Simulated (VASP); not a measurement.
Input:

```yaml
crystal:
  lattice:
    - [4.04128, 0.00000, 0.00000]
    - [-2.02064, 3.49985, 0.00000]
    - [0.00000, 0.00000, 6.77500]
  atoms:
    - { symbol: Na, position: [0.33333, 0.66667, 0.97445] }
    - { symbol: Li, position: [0.66667, 0.33333, 0.66490] }
    - { symbol: Cd, position: [0.00000, 0.00000, 0.37917] }
    - { symbol: S, position: [0.66667, 0.33333, 0.23778] }
    - { symbol: S, position: [0.00000, 0.00000, 0.74370] }
```

Calculation: LDA (Ceperley-Alder, Perdew-Zunger), VASP's LDA PAW potentials (set 64) (plane waves; VASP). Settings: 520 eV cut-off, Gaussian smearing of 0.050 eV, potentials Na_pv Li_sv Cd S.

**Question.** Give the energies of bands 11 to 20 at the high-symmetry points, in eV from the valence-band maximum.

**Answer.** 
```json
[
 {"band": "11", "Γ": "-7.39", "M": "-7.07", "K": "-6.88", "A": "-7.43", "L": "-7.06", "H": "-6.88"},
 {"band": "12", "Γ": "-4.01", "M": "-4.29", "K": "-4.04", "A": "-3.16", "L": "-4.49", "H": "-4.30"},
 {"band": "13", "Γ": "-0.66", "M": "-2.35", "K": "-3.16", "A": "-1.48", "L": "-2.62", "H": "-2.92"},
 {"band": "14", "Γ": "-0.66", "M": "-2.15", "K": "-1.72", "A": "-0.51", "L": "-1.57", "H": "-2.16"},
 {"band": "15", "Γ": "0.00", "M": "-1.71", "K": "-1.64", "A": "-0.51", "L": "-1.50", "H": "-1.91"},
 {"band": "16", "Γ": "0.00", "M": "-1.23", "K": "-1.52", "A": "-0.17", "L": "-0.85", "H": "-1.00"},
 {"band": "17", "Γ": "0.00", "M": "-0.56", "K": "-1.52", "A": "-0.17", "L": "-0.76", "H": "-0.78"},
 {"band": "18", "Γ": "1.65", "M": "3.51", "K": "4.36", "A": "2.66", "L": "3.39", "H": "4.23"},
 {"band": "19", "Γ": "4.57", "M": "4.54", "K": "5.08", "A": "5.10", "L": "3.76", "H": "4.84"},
 {"band": "20", "Γ": "6.62", "M": "5.72", "K": "6.45", "A": "5.95", "L": "5.30", "H": "5.35"}
]
```

The gap is direct, 1.65 eV, from the valence maximum at Γ to the conduction minimum at Γ.

The structure comes from a computed database's NaLiCdS2 entry (P3m1); how it stands against other phases isn't given here. It was relaxed first, which changed the volume by -9 %.
